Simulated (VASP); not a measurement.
These are PBE GGA, VASP's PBE PAW potentials (set 64) (plane waves; VASP) values and carry that method's errors.

A VASP calculation is set up with these files.

File POSCAR:
```
Pd
1
    0.0000000000     1.9708003378     1.9708003378
    1.9708003378     0.0000000000     1.9708003378
    1.9708003378     1.9708003378     0.0000000000
Pd
1
Direct
  0.0000000000   0.0000000000   0.0000000000
```

### INCAR
```
# general
SYSTEM   =  Pd
PREC     =  Accurate
ENCUT    =  520
LREAL    =  .False.
LASPH    =  .True.

# electronic loop
EDIFF    =  1E-7
NELM     =  100
ALGO     =  Normal
LMAXMIX  =  4

# smearing
ISMEAR   =  1
SIGMA    =  0.1

# functional
GGA      =  PE

# ions
ISIF     =  2

# output
LWAVE    =  .False.
LCHARG   =  .False.
```

### KPOINTS
```
Automatic mesh
0
Gamma
16 16 16
0 0 0
```

POTCAR, in this order: Pd (PBE.64 set). Program: vasp_std.

Question: What will the output report for the number of irreducible k-points (NKPTS), largest plane-wave count, number of space-group operations, FFT grid (NGX, NGY, NGZ)?

Answer: 
The number of irreducible k-points (NKPTS) comes out as 145, the largest plane-wave count is 428 and the number of space-group operations is 48. The FFT grid (NGX, NGY, NGZ) comes out as 24 × 24 × 24.

The compound is Pd in the fcc structure. It was relaxed first.
